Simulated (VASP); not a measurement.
These are PBEsol GGA, VASP's PBE PAW potentials (set 64) (plane waves; VASP 6.6.1) values and carry that method's errors.

The input files of a VASP run:

File KPOINTS:
```
K-points
0
G
8 8 2
```

INCAR:
```
! general
SYSTEM   =  HgZn3Se4
PREC     =  Accurate
ENCUT    =  400
LREAL    =  .FALSE.
LASPH    =  .TRUE.

! electronic loop
EDIFF    =  1E-7
NELM     =  100
ALGO     =  Normal
LMAXMIX  =  6

! smearing
ISMEAR   =  -5

! functional
GGA      =  PS

! ions
ISIF     =  2

! output
LWAVE    =  .FALSE.
LCHARG   =  .TRUE.
LORBIT   =  11
NEDOS    =  601

! other
LEFG     =  .TRUE.
```

**POSCAR**
```
HgZn3Se4
1.0
  0.0000000000   2.8733534636   2.8733534636
  2.8733534636   0.0000000000   2.8733534636
 11.5506689589  11.5506689589  -0.0572551046
Zn Se Hg
3 4 1
Cart
  2.9552790206   2.9552790206   5.6647813705
  5.7640712930   5.7640712930   5.7293425616
  5.7073632372   5.7073632372   0.0393436906
  1.4825115695   1.4825115695   1.3908418933
  4.2964691414   4.2964691414   1.4502377849
  7.1059818933   7.1059818933   1.5140784972
 10.2316686309  10.2316686309   1.2617452237
  8.6163897202   8.6163897202   0.0036706700
```

POTCAR, in this order: Zn Se Hg (PBE.64 set). Program: vasp_std.

The run wrote:

**OUTCAR**
```
 ion  position               nearest neighbor table
   1  0.986  0.986  0.011-   7 2.43   4 2.47   4 2.47   4 2.47
   2  0.999  0.999  0.250-   4 2.44   5 2.47   5 2.47   5 2.47
   3  0.012  0.012  0.491-   5 2.44   6 2.47   6 2.47   6 2.47
   4  0.243  0.243  0.068-   2 2.44   1 2.47   1 2.47   1 2.47
   5  0.255  0.255  0.308-   3 2.44   2 2.47   2 2.47   2 2.47
   6  0.269  0.269  0.548-   3 2.47   3 2.47   3 2.47   8 2.62
   7  0.228  0.228  0.829-   1 2.43   8 2.61   8 2.61   8 2.61
   8  0.008  0.008  0.744-   7 2.61   7 2.61   7 2.61   6 2.62
  LATTYP: Found a trigonal (rhomboedric) cell.
 ALAT       =    13.5748879803
 COS(alpha) =     0.9551971544
 Subroutine PRICEL returns:
 Original cell was already a primitive cell.
 Subroutine GETGRP returns: Found  6 space group operations
The static configuration has the point symmetry C_3v.
The dynamic configuration has the point symmetry C_3v.
 Subroutine INISYM returns: Found  6 space group operations
 Subroutine IBZKPT returns following result:
 Found     20 irreducible k-points:

 Following reciprocal coordinates:
            Coordinates               Weight
  0.000000  0.000000  0.000000      1.000000
  0.125000  0.000000  0.000000      6.000000
  0.250000  0.000000  0.000000      6.000000
  0.375000  0.000000 -0.000000      6.000000
  0.500000  0.000000  0.000000      3.000000
  0.125000  0.125000 -0.000000      6.000000
  0.250000  0.125000 -0.000000      6.000000
  0.375000  0.125000 -0.000000     12.000000
  0.500000  0.125000  0.000000     12.000000
 -0.375000  0.125000  0.000000     12.000000
 -0.250000  0.125000  0.000000     12.000000
 -0.125000  0.125000  0.000000      6.000000
  0.500000  0.250000 -0.000000      6.000000
 -0.375000  0.250000 -0.000000      6.000000
  0.375000  0.375000  0.000000      6.000000
 -0.375000  0.375000  0.000000      6.000000
  0.000000  0.000000  0.500000      1.000000
  0.250000  0.000000  0.500000      6.000000
  0.500000  0.000000  0.500000      3.000000
  0.500000  0.250000  0.500000      6.000000
   k-points           NKPTS =     20   k-points in BZ     NKDIM =     20   number of bands    NBANDS=     43
   number of dos      NEDOS =    601   number of ions     NIONS =      8
   total plane-waves  NPLWV =  84672
   dimension x,y,z NGX =    28 NGY =   28 NGZ =  108
   dimension x,y,z NGXF=    56 NGYF=   56 NGZF=  216
   ions per type =               3   4   1
   PREC   = accura    normal or accurate (medium, high low for compatibility)
   ISTART =      0    job   : 0-new  1-cont  2-samecut
   ICHARG =      2    charge: 1-file 2-atom 10-const
   ISPIN  =      1    spin polarized calculation?
   LNONCOLLINEAR =      F non collinear calculations
   LSORBIT =      F    spin-orbit coupling
   INIWAV =      1    electr: 0-lowe 1-rand  2-diag
   ENCUT  =  400.0 eV  29.40 Ry    5.42 a.u.   6.63  6.63 26.64*2*pi/ulx,y,z
   NELM   =    100;   NELMIN=  2; NELMDL= -5     # of ELM steps
   EDIFF  = 0.1E-06   stopping-criterion for ELM
   LREAL  =      F    real-space projection
   NLSPLINE    = F    spline interpolate recip. space projectors
   LMAXMIX     =    6 max onsite mixed and CHGCAR
   VOSKOWN=      0    Vosko Wilk Nusair interpolation
   EDIFFG = 0.1E-05   stopping-criterion for IOM
   NSW    =      0    number of steps for IOM
   NBLOCK =      1;   KBLOCK =      1    inner block; outer block
   IBRION =     -1    ionic relax: 0-MD 1-quasi-New 2-CG
   NFREE  =      0    steps in history (QN), initial steepest desc. (CG)
   ISIF   =      2    stress and relaxation
   ISYM   =      2    0-nonsym 1-usesym 2-fastsym
   TEIN   =    0.0    initial temperature
   TEBEG  =    0.0;   TEEND  =   0.0 temperature during run
   SMASS  =  -3.00    Nose mass-parameter (am)
   PSTRESS=    0.0 pullay stress
   NELECT =      72.0000    total number of electrons
...
```

OSZICAR:
```
       N       E                     dE             d eps       ncg     rms          rms(c)
DAV:   1     0.519740280368E+03    0.51974E+03   -0.28282E+04  1720   0.152E+03
DAV:   2     0.328302013968E+02   -0.48691E+03   -0.47302E+03  1776   0.373E+02
DAV:   3    -0.244244620703E+02   -0.57255E+02   -0.56707E+02  1948   0.131E+02
DAV:   4    -0.261844945913E+02   -0.17600E+01   -0.17542E+01  2013   0.232E+01
DAV:   5    -0.262027455534E+02   -0.18251E-01   -0.18230E-01  2024   0.230E+00    0.123E+01
DAV:   6    -0.249342463660E+02    0.12685E+01   -0.33120E+00  2207   0.360E+01    0.915E+00
DAV:   7    -0.249736016835E+02   -0.39355E-01   -0.28331E+00  2021   0.107E+01    0.364E+00
DAV:   8    -0.249358517179E+02    0.37750E-01   -0.20949E-01  1998   0.521E+00    0.652E-01
DAV:   9    -0.249329937951E+02    0.28579E-02   -0.50389E-02  1941   0.144E+00    0.316E-01
DAV:  10    -0.249330400174E+02   -0.46222E-04   -0.43602E-03  2012   0.771E-01    0.116E-01
DAV:  11    -0.249330601819E+02   -0.20164E-04   -0.62703E-04  1986   0.401E-01    0.627E-02
DAV:  12    -0.249330961803E+02   -0.35998E-04   -0.23643E-04  2170   0.253E-01    0.352E-02
DAV:  13    -0.249330975166E+02   -0.13363E-05   -0.63349E-05  1912   0.926E-02    0.137E-02
DAV:  14    -0.249330958400E+02    0.16767E-05   -0.20656E-05  2165   0.554E-02    0.406E-03
DAV:  15    -0.249330965698E+02   -0.72980E-06   -0.45013E-06  1869   0.226E-02    0.221E-03
DAV:  16    -0.249330967082E+02   -0.13847E-06   -0.73114E-07  1933   0.131E-02    0.968E-04
DAV:  17    -0.249330967538E+02   -0.45527E-07   -0.13057E-07  1066   0.390E-03
   1 F= -.24933097E+02 E0= -.24933097E+02  d E =0.000000E+00
```

OUTCAR:
```
------------------------ aborting loop because EDIFF is reached ----------------------------------------
  FORCE on cell =-STRESS in cart. coord.  units (eV):
  Direction    XX          YY          ZZ          XY          YZ          ZX
  --------------------------------------------------------------------------------------
  Total       -0.0089796     -0.0089796     -0.0089796      0.0381505     -0.0381505     -0.0381505
  in kB       -0.0752448     -0.0752448     -0.0752448      0.3196839     -0.3196839     -0.3196839
  external PRESSURE =      -0.0752448 kB  Pullay stress =       0.0000000 kB
  volume of cell :      191.20
      direct lattice vectors                 reciprocal lattice vectors
     0.000000000  2.873353464  2.873353464    -0.173582490  0.174442914  0.173582490
     2.873353464  0.000000000  2.873353464     0.174442914 -0.173582490  0.173582490
    11.550668959 11.550668959 -0.057255105     0.043180516  0.043180516 -0.043180516
 POSITION                                       TOTAL-FORCE (eV/Angst)
 -----------------------------------------------------------------------------------
      2.95528      2.95528      5.66478         0.007245      0.007245     -0.007245
      5.76407      5.76407      5.72934         0.000915      0.000915     -0.000915
      5.70736      5.70736      0.03934        -0.006644     -0.006644      0.006644
      1.48251      1.48251      1.39084        -0.001959     -0.001959      0.001959
      4.29647      4.29647      1.45024         0.003948      0.003948     -0.003948
      7.10598      7.10598      1.51408        -0.000171     -0.000171      0.000171
     10.23167     10.23167      1.26175         0.005260      0.005260     -0.005260
      8.61639      8.61639      0.00367        -0.008594     -0.008594      0.008594
 -----------------------------------------------------------------------------------
    total drift:                               -0.000981     -0.000981      0.000895
  FREE ENERGIE OF THE ION-ELECTRON SYSTEM (eV)
  ---------------------------------------------------
  free  energy   TOTEN  =       -24.9330967538 eV

  energy  without entropy=      -24.9330967538  energy(sigma->0) =      -24.93309675

 total charge

# of ion       s       p       d       tot
------------------------------------------
    1        0.538   0.442   9.782  10.762
    2        0.536   0.442   9.782  10.761
    3        0.538   0.442   9.783  10.763
    4        1.440   2.402   0.030   3.872
    5        1.439   2.403   0.030   3.872
    6        1.443   2.374   0.032   3.848
    7        1.455   2.355   0.038   3.848
    8        0.711   0.446   9.386  10.543
--------------------------------------------------
tot          8.100  11.306  38.863  58.269

 Electric field gradients after diagonalization (V/A^2)
 (convention: |V_zz| > |V_xx| > |V_yy|)
----------------------------------------------------------------------
 ion       V_xx      V_yy      V_zz     asymmetry (V_yy - V_xx)/ V_zz
----------------------------------------------------------------------
   1       0.651     0.640    -1.291       0.008
   2       3.304     3.304    -6.608       0.000
   3       2.397     2.380    -4.777       0.004
   4       8.501     8.499   -17.000       0.000
   5       7.906     7.905   -15.811       0.000
   6     -24.765   -24.764    49.528       0.000
   7     -21.394   -21.393    42.786       0.000
   8      21.662    21.660   -43.322       0.000
```
(Selected blocks of OUTCAR.)

The structure was generated: HgZn3Se4 was put into an ordered model structure (R3m), which need not be its known phase. It was relaxed first.
